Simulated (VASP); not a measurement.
Consider the following.

```xyz
3
Lattice="0.0000 2.7464 2.7464 2.7464 0.0000 2.7464 2.7464 2.7464 0.0000" Properties=species:S:1:pos:R:3 pbc="T T T"
Cd     2.7464     0.0000     2.7464
F      1.3732     1.3732     1.3732
F      4.1196     4.1196     4.1196
```

These are PBE GGA, VASP's PBE PAW potentials (set 64) (plane waves; VASP 6.6.1) values and carry that method's errors. Numerical set-up: 520 eV cut-off, 9×9×9 Γ-centred mesh, Gaussian smearing of 0.010 eV, potentials Cd F.

Give the direction-averaged independent-particle dielectric function (no local fields, no excitons; a broadening of 0.1 eV leaves a tail below the gap, and fine structure carries the noise of the k-mesh).

| ħω (eV) | ε₁ | ε₂ |
|---|---|---|
| 0.00 | 2.82 | 0.00 |
| 0.30 | 2.82 | 0.00 |
| 0.60 | 2.83 | 0.00 |
| 0.90 | 2.84 | 0.01 |
| 1.20 | 2.86 | 0.01 |
| 1.50 | 2.89 | 0.01 |
| 1.80 | 2.92 | 0.01 |
| 2.10 | 2.96 | 0.02 |
| 2.40 | 3.02 | 0.02 |
| 2.70 | 3.09 | 0.03 |
| 3.00 | 3.20 | 0.04 |
| 3.30 | 3.36 | 0.07 |
| 3.60 | 3.67 | 0.26 |
| 3.90 | 3.47 | 0.78 |
| 4.20 | 3.73 | 0.89 |
| 4.50 | 3.50 | 1.14 |
| 4.80 | 3.04 | 1.39 |
| 5.10 | 2.94 | 0.83 |
| 5.40 | 3.37 | 1.56 |
| 5.70 | 2.81 | 1.38 |
| 6.00 | 2.86 | 1.12 |
| 6.30 | 2.57 | 1.76 |
| 6.60 | 2.32 | 1.09 |
| 6.90 | 2.89 | 1.38 |
| 7.20 | 2.40 | 1.47 |
| 7.50 | 2.35 | 1.19 |
| 7.80 | 2.38 | 1.19 |
| 8.10 | 2.81 | 1.22 |
| 8.40 | 2.45 | 1.44 |
| 8.70 | 2.08 | 1.05 |
| 9.00 | 2.64 | 1.35 |
| 9.40 | 3.04 | 1.31 |
ε₂ peaks at 4.7 eV (height 1.4), 5.5 eV (height 1.7), 6.3 eV (height 1.8), 7.0 eV (height 1.6), 8.5 eV (height 1.6); ε₁(0) averages 2.82, so the electronic refractive index below the gap tends to √2.82 = 1.68.

The compound is CdF2 in the fluorite structure. It was relaxed first, which changed the volume by +6 %.
